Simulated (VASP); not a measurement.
An input for Ansatz (written as the equivalent of a VASP run, and not itself run):

Ansatz 0.2 input:
```yaml
crystal:
  lattice:
    - [0.0000000, 3.8225135, 3.8225135]
    - [3.8225135, 0.0000000, 3.8225135]
    - [3.8225135, 3.8225135, 0.0000000]
  atoms:
    - { symbol: Cs, position: [0.0000000, 0.0000000, 0.0000000] }
    - { symbol: I, position: [0.5000000, 0.5000000, 0.5000000] }
kpoints:
  mp_grid: { grid: [7, 7, 7] }
hamiltonian:
  xc: pbesol
  pseudopotentials: { kind: paw }
scf:
  occupations: { method: tetrahedron }
  max_iter: 100
output: { forces: true, stress: true, eigenvalues: true }
```

Problem. Write the VASP files for the same calculation (PBEsol).

Solution. This is not unique; one that fits is 
File POSCAR:
```
CsI
1
    0.0000000000     3.8225135408     3.8225135408
    3.8225135408     0.0000000000     3.8225135408
    3.8225135408     3.8225135408     0.0000000000
Cs I
1 1
Direct
  0.0000000000   0.0000000000   0.0000000000
  0.5000000000   0.5000000000   0.5000000000
```

**INCAR**
```
# general
SYSTEM =CsI
PREC   =Accurate
ENCUT  =400
LREAL  =.FALSE.
LASPH  =.TRUE.   # aspherical one-centre terms

# electronic loop
EDIFF  =1E-7
NELM   =100   # most electronic steps
ALGO   =Normal
LMAXMIX=4

# smearing
ISMEAR =-5

# functional
GGA    =PS

# ions
ISIF   =2   # forces and stress, cell fixed

# output
LWAVE  =.FALSE.
LCHARG =.TRUE.
LORBIT =11   # lm-projected
NEDOS  =601   # DOS grid
```

File KPOINTS:
```
Automatic mesh
0
gamma
7 7 7
0 0 0
```

POTCAR, in this order: Cs_sv I (PBE.64 set). Program: vasp_std.

What does not carry over: each code has its own PAW files, so the cut-off isn't converted (ENCUT is set for VASP's; basis.ecutwfc is left out, and Ansatz then takes the one that its files recommend); Ansatz stops its SCF on the density residual and VASP on the energy change (EDIFF).

The structure comes from a computed database's CsI entry (Fm-3m); how it stands against other phases isn't given here. It was relaxed first, which changed the volume by -6 %.
